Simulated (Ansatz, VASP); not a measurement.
# W (W wire along [111], 10 atoms a period) in two plane-wave programs, part 2 of 2

Aim: how closely do two programs agree when they are given the same cell, functional and k mesh? Of the first pair: The structure shown is the start of the Ansatz relaxation below; VASP solves that cell, so the two are compared at the walk's first step.

VASP 6.6.1 and Ansatz 0.2.0.

So far. Step 4 (Comparison): The forces differ by 106 meV/Å r.m.s., which is 10.3 % of the r.m.s. force of 1.035 eV/Å (both taken over all components).

## (5) Further runs

Further runs change the set-up of one program: Ansatz's method, potentials or start, or VASP's data sets, cutoff or form of LDA. The table gives that difference for each run.

| run | r.m.s. force difference (meV/Å) |
| --- | --- |
| as above | 106 |
| VASP with the data sets W_sv and a cutoff of 400 eV | 13 |

## (6) Ansatz: relaxation, PBE

This run makes the geometry at which the two programs are then compared. The cell compared in this pair holds 480.34 Å³, against 492.75 Å³ for the pair before.

The structure compared here is the end of the Ansatz relaxation.

The input, input.yaml:

```yaml
crystal:
  lattice:
    - [13.525, 0.0, 0.0]
    - [0.0, 13.271, 0.0]
    - [0.0, 0.0, 2.74530053]
  atoms:
    - { symbol: W, position: [0.417118558, 0.45123157, 0.0] }
    - { symbol: W, position: [0.582850794, 0.743782338, 0.0] }
    - { symbol: W, position: [0.251386322, 0.353714647, 0.333333333] }
    - { symbol: W, position: [0.417118558, 0.646265415, 0.333333333] }
    - { symbol: W, position: [0.582850794, 0.353714647, 0.333333333] }
    - { symbol: W, position: [0.748583031, 0.646265415, 0.333333333] }
    - { symbol: W, position: [0.251386322, 0.548748492, 0.666666667] }
    - { symbol: W, position: [0.417118558, 0.256197724, 0.666666667] }
    - { symbol: W, position: [0.582850794, 0.548748492, 0.666666667] }
    - { symbol: W, position: [0.748583031, 0.45123157, 0.0] }
kpoints:
  mp_grid: { grid: [1, 1, 30] }
scf:
  occupations: { method: fermi_dirac, width: 0.05 }
hamiltonian:
  xc: pbe
  pseudopotentials: { kind: paw, azcp: { folder: soft_1 } }
relax:
  cell: { fix: [a, b, alpha, beta, gamma] }
  max_steps: 45
  f_tol: 0.03
```

Launch:

```console
$ ansatz run input.yaml --threads 4 --pin off --max-ram 16384MiB --backend cpu --events-out ev --progress --plain --runs-dir out
```

Numbers of over 12 decimals in the logs are rounded to 6 here.

What it wrote:

```text
[...]
Crystal: 10 atoms, lattice volume = 492.755 Å³
Basis set: ecut = 420 eV, 9669 PW (Γ), exchange–correlation on 192×180×40 points (8 copies of the dense FFT grid, shifted against one another)
Bands: 84, of which v1, the nominal top of the filled ones, is band 70 counted from 1 (69 counted from 0)
Symmetry: 2 space group operations
[...]
k-points: 16 of 30
[...]
- { symbol: W, position: [0.260820, 0.357319, 0.366389] }
    - { symbol: W, position: [0.417979, 0.642600, 0.333697] }
    - { symbol: W, position: [0.581990, 0.357400, 0.332970] }
    - { symbol: W, position: [0.739149, 0.642681, 0.300278] }
    - { symbol: W, position: [0.257879, 0.544417, 0.674691] }
    - { symbol: W, position: [0.419695, 0.263205, 0.674404] }
    - { symbol: W, position: [0.583873, 0.550034, 0.656628] }
    - { symbol: W, position: [0.742090, 0.455583, -0.00802403] }
[key lines of the parts left out:]
SCF converged after 5 iterations
Free energy (F): -103842.744297 eV
Fermi energy:    4.596243 eV
P = ⅓ Tr σ = -0.0288 GPa (-0.288 kbar)
```

## (7) VASP: single point, PBE, relaxed cell, pair 2

The same cell, functional, mesh and smearing now go to VASP, with its own data sets.

The input, INCAR:

```
SYSTEM = W
PREC = Accurate
ENCUT = 600
EDIFF = 1E-06
NELM = 120
ISMEAR = -1
SIGMA = 0.05
LREAL = .FALSE.
ALGO = Normal
GGA = PE
NBANDS = 40
LASPH = .TRUE.
LORBIT = 11
LWAVE = .FALSE.
LCHARG = .FALSE.
ISIF = 2
GGA_COMPAT = .FALSE.
KPAR = 2
```

The input, POSCAR:

```
W
1.0
   13.5250000000      0.0000000000      0.0000000000
    0.0000000000     13.2710000000      0.0000000000
    0.0000000000      0.0000000000      2.6761545816
W
10
Direct
    0.4160965816      0.4499657617      0.0100383376
    0.5802746919      0.7367948944      0.9922622074
    0.2608204197      0.3573189851      0.3663887761
    0.4179788796      0.6426003856      0.3336966052
    0.5819904728      0.3573996144      0.3329700614
    0.7391489327      0.6426810149      0.3002778906
    0.2578793007      0.5444170447      0.6746906996
    0.4196946605      0.2632051056      0.6744044593
    0.5838727708      0.5500342383      0.6566283291
    0.7420900517      0.4555829553      0.9919759671
```

The input, KPOINTS:

```
Automatic mesh
0
Gamma
1 1 30
0 0 0
```

PAW data sets: W (PBE family, release 64).

Launch:

```console
$ mpirun -np 2 vasp_std
```

What it wrote:

```text
[... set-up lines as in an earlier step ...]
 entering main loop
       N       E                     dE             d eps       ncg     rms          rms(c)
DAV:   1     0.315729557785E+03    0.31573E+03   -0.22944E+04  1280   0.130E+03
DAV:   2    -0.725399225162E+02   -0.38827E+03   -0.36572E+03  1856   0.251E+02
DAV:   3    -0.119468070016E+03   -0.46928E+02   -0.44697E+02  1648   0.834E+01
DAV:   4    -0.122702347814E+03   -0.32343E+01   -0.31607E+01  2096   0.192E+01
[...]
DAV:  23    -0.113753598554E+03   -0.30605E-05   -0.10290E-06  1104   0.366E-03    0.143E-03
DAV:  24    -0.113753599933E+03   -0.13787E-05   -0.48367E-07  1064   0.249E-03    0.122E-03
DAV:  25    -0.113753600102E+03   -0.16905E-06   -0.15392E-07  1000   0.179E-03
   1 F= -.11375360E+03 E0= -.11370956E+03  d E =-.880725E-01
```

OUTCAR, selected parts (step 7):

```text
  Total       -3.1932966     -3.0706778     -3.5796174     -0.0040042     -0.0038636     -0.0074009
  in kB      -10.6511800    -10.2421872    -11.9397455     -0.0133558     -0.0128869     -0.0246856
  external PRESSURE =     -10.9443709 kB  Pullay stress =       0.0000000 kB

 POSITION                                       TOTAL-FORCE (eV/Angst)
 -----------------------------------------------------------------------------------
      5.62771      5.97150      0.02686        -0.105891     -0.062050      0.004789
      7.84822      9.77801      2.65545         0.037046     -0.269576      0.038579
      3.52760      4.74198      0.98051         0.260887      0.156244      0.047719
      5.65316      8.52795      0.89302         0.091102     -0.147842      0.003117
      7.87142      4.74305      0.89108        -0.091102      0.147842     -0.003117
      9.99699      8.52902      0.80359        -0.260887     -0.156244     -0.047719
      3.48782      7.22496      1.80558         0.216011     -0.173513     -0.038820
      5.67637      3.49299      1.80481        -0.037046      0.269576     -0.038579
      7.89688      7.29950      1.75724         0.105891      0.062050     -0.004789
     10.03677      6.04604      2.65468        -0.216011      0.173513      0.038820
 -----------------------------------------------------------------------------------
    total drift:                                0.000000     -0.000000      0.000000

  FREE ENERGIE OF THE ION-ELECTRON SYSTEM (eV)
  ---------------------------------------------------
  free  energy   TOTEN  =      -113.7536001022 eV

  energy  without entropy=     -113.6655275628  energy(sigma->0) =     -113.70956383

[... 1 part as in an earlier step ...]

[... 2 further parts left out ...]
[key lines of the parts left out:]
E-fermi :  -0.2393
```

## (8) Side by side

What differs besides the data sets and the points named for the pairs above, as far as they apply: the data sets hold 140 valence electrons in Ansatz (on its PAW soft_1 files) and 60 in VASP; the cutoff is 420 eV in Ansatz and 600 eV in VASP; Ansatz's pressure holds a Pulay correction, VASP's none. Total energies have different zeros and are not compared.

The two programs side by side:

| quantity | Ansatz | VASP | difference |
| --- | --- | --- | --- |
| pressure (GPa) | -0.03 | -1.09 | +1.07 |

Forces (eV/Å; atoms numbered as in POSCAR):

| atom | Ansatz x, y, z | VASP x, y, z |
| --- | --- | --- |
| W1 | 0.002, 0.002, 0.001 | -0.106, -0.062, 0.005 |
| W2 | -0.004, 0.000, 0.001 | 0.037, -0.270, 0.039 |
| W3 | -0.005, -0.001, -0.001 | 0.261, 0.156, 0.048 |
| W4 | 0.002, 0.003, 0.004 | 0.091, -0.148, 0.003 |
| W5 | -0.002, -0.003, -0.004 | -0.091, 0.148, -0.003 |
| W6 | 0.005, 0.001, 0.001 | -0.261, -0.156, -0.048 |
| W7 | 0.002, -0.005, 0.000 | 0.216, -0.174, -0.039 |
| W8 | 0.004, 0.000, -0.001 | -0.037, 0.270, -0.039 |
| W9 | -0.002, -0.002, -0.001 | 0.106, 0.062, -0.005 |
| W10 | -0.002, 0.005, 0.000 | -0.216, 0.174, 0.039 |

The forces differ by 141 meV/Å r.m.s., where the r.m.s. force is 0.003 eV/Å in Ansatz and 0.140 eV/Å in VASP: the atoms lie near their places of rest in Ansatz, so a percentage would say little (all taken over all components).

## (9) Summary of results

| Property | Result |
| --- | --- |
| r.m.s. force difference (single point, PBE, start cell, pair 1) | 10 % of the r.m.s. force |
| r.m.s. force difference (single point, PBE, relaxed cell, pair 2) | 141 meV/Å |
| difference in pressure (single point, PBE, relaxed cell, pair 2) | 1.1 GPa |

In words: The r.m.s. force difference is 141 meV/Å (single point, PBE, relaxed cell, pair 2), beyond the 12 meV/Å picked in this series as the mark of a large difference. The data sets hold unlike numbers of valence electrons (140 in Ansatz and 60 in VASP), so part of the differences comes from the potentials. Single point, PBE, start cell, pair 1, VASP with the data sets W_sv and a cutoff of 400 eV: r.m.s. force difference goes from 106 to 13 meV/Å. By the marks of this series, far apart in the single point, PBE, relaxed cell, pair 2 pair: the r.m.s. force difference, 141 meV/Å and the difference in pressure, 1.1 GPa. What causes the difference of the single point, PBE, relaxed cell, pair 2 pair stays open here. How closely two codes agree says nothing of how well the functional describes the real material.

[Lines on the potential files, build, host, timing and source positions are cut from VASP's logs without a mark.]

[Logs are printed without paths, hosts, clocks, repeated set-up lines and the standing remarks that a program may print on its own settings, such as how far it seeks lower states.]

[Hosts, paths, dates, database ids (printed as entryN), source tags and the programs' standing remarks are cut or masked in the printed files.]
